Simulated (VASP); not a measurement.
```
CELL_PARAMETERS angstrom
      4.86832    -8.43217     0.00000
      4.86832     8.43217     0.00000
      0.00000     0.00000    10.55628
ATOMIC_POSITIONS crystal
  Ga 0.22055 0.11038 0.24836
  Ga 0.11080 0.22238 0.99806
  Ga 0.22428 0.11317 0.74800
  Ga 0.11119 0.22747 0.49387
  Ga 0.20745 0.43645 0.25485
  Ga 0.11091 0.55469 0.99812
  Ga 0.22797 0.44719 0.74549
  Ga 0.11118 0.55067 0.49464
  Ga 0.22039 0.77626 0.24834
  Ga 0.11175 0.88908 0.99933
  Ga 0.22436 0.77769 0.74836
  Ga 0.11315 0.88990 0.49978
  Ga 0.55369 0.11001 0.25057
  Ga 0.44430 0.22261 0.00091
  Ga 0.55677 0.11163 0.75063
  Ga 0.44342 0.22434 0.50190
  Ga 0.55038 0.44526 0.25281
  Ga 0.44111 0.55357 0.00278
  Ga 0.56157 0.44561 0.75185
  Ga 0.55035 0.77119 0.25271
  Ga 0.44444 0.88795 0.00113
  Ga 0.56153 0.78253 0.75195
  Ga 0.44343 0.88570 0.50184
  Ga 0.88458 0.10767 0.24874
  Ga 0.77766 0.22202 0.99948
  Ga 0.89252 0.11425 0.74843
  Ga 0.77479 0.22060 0.50010
  Ga 0.88484 0.44306 0.24882
  Ga 0.77713 0.55519 0.00138
  Ga 0.89246 0.44489 0.74856
  Ga 0.78190 0.55965 0.50241
  Ga 0.88802 0.77709 0.24989
  Ga 0.77719 0.88824 0.00111
  Ga 0.89273 0.77962 0.75120
  Ga 0.78187 0.88867 0.50246
  N  0.22286 0.11505 0.43672
  N  0.10605 0.21716 0.18534
  N  0.22237 0.11168 0.93649
  N  0.11503 0.22657 0.68247
  N  0.10630 0.55486 0.18552
  N  0.22296 0.44459 0.93392
  N  0.11506 0.55505 0.68295
  N  0.22288 0.77436 0.43673
  N  0.11036 0.88827 0.18735
  N  0.22246 0.77711 0.93673
  N  0.11439 0.89042 0.68743
  N  0.55230 0.10946 0.43888
  N  0.44404 0.22355 0.19004
  N  0.55463 0.11041 0.93888
  N  0.44728 0.22455 0.68883
  N  0.54983 0.45656 0.44662
  N  0.43299 0.54953 0.19265
  N  0.55479 0.44534 0.93930
  N  0.45672 0.56170 0.67982
  N  0.55000 0.76000 0.44655
  N  0.44401 0.88672 0.19021
  N  0.55475 0.77561 0.93935
  N  0.44721 0.88927 0.68882
  N  0.88517 0.10905 0.43732
  N  0.77545 0.22085 0.18736
  N  0.88866 0.11049 0.93680
  N  0.77857 0.22262 0.68784
  N  0.88543 0.44263 0.43744
  N  0.77204 0.55387 0.19016
  N  0.88871 0.44458 0.93695
  N  0.78246 0.55746 0.68934
  N  0.89193 0.77921 0.43787
  N  0.77202 0.88423 0.18993
  N  0.88906 0.77763 0.93917
  N  0.78240 0.89159 0.68938
  Si 0.45625 0.56157 0.51082
```
Cell charge +1.

Method: PBE GGA, VASP's PBE PAW potentials (set 64) (plane waves; VASP). Numerical set-up: PREC = Normal, LREAL = Auto, ISYM = 0, NELECT = 283.0, 400 eV cut-off, 1×1×1 Γ-centred mesh, Gaussian smearing of 0.050 eV, potentials Ga N Si. Starting moments (MAGMOM): 71*0.0423. The cell's moment is fixed (NUPDOWN = 3).

At this cut-off the stress carries a Pulay error, which pulls relaxed volumes low. The cell is charged, with a uniform compensating background.  The supercell is sampled at Γ alone, which is coarse: total energies, pressure and levels can be off, energies of defects by several tenths of an eV.

Task: Predict the cell moment, energy per atom (σ→0), pressure.

Result: 
| Quantity | Result |
|---|---|
| cell moment | 3.00 μB |
| energy per atom (σ→0) | -6.019 eV/atom |
| pressure | -3.63 GPa |

Task: Give the moment on each site (PAW-sphere projection).

Result: 
```tsv
site	moment (μB)
Ga1	0.01
Ga2	0.02
Ga3	0.01
Ga4	0.02
Ga5	0.15
Ga6	0.02
Ga7	0.01
Ga8	0.02
Ga9	0.01
Ga10	0.01
Ga11	0.01
Ga12	0.00
Ga13	0.01
Ga14	0.01
Ga15	0.01
Ga16	0.01
Ga17	0.01
Ga18	0.01
Ga19	0.02
Ga20	0.01
Ga21	0.01
Ga22	0.02
Ga23	0.01
Ga24	0.01
Ga25	0.01
Ga26	0.01
Ga27	0.01
Ga28	0.01
Ga29	0.01
Ga30	0.01
Ga31	0.01
Ga32	0.01
Ga33	0.01
Ga34	0.01
Ga35	0.01
N36	0.01
N37	0.07
N38	0.05
N39	0.03
N40	0.07
N41	0.04
N42	0.03
N43	0.01
N44	0.03
N45	0.05
N46	0.03
N47	0.02
N48	0.04
N49	0.05
N50	0.03
N51	0.04
N52	0.04
N53	0.04
N54	0.07
N55	0.05
N56	0.04
N57	0.04
N58	0.03
N59	0.04
N60	0.04
N61	0.05
N62	0.04
N63	0.04
N64	0.03
N65	0.05
N66	0.03
N67	0.02
N68	0.03
N69	0.05
N70	0.03
Si71	0.17
```

The absolute energy has meaning only against runs of the same code, potentials and settings.

The cell is a supercell with a defect, built from GaN (wurtzite): Si_Ga-vac_N, charge +1.
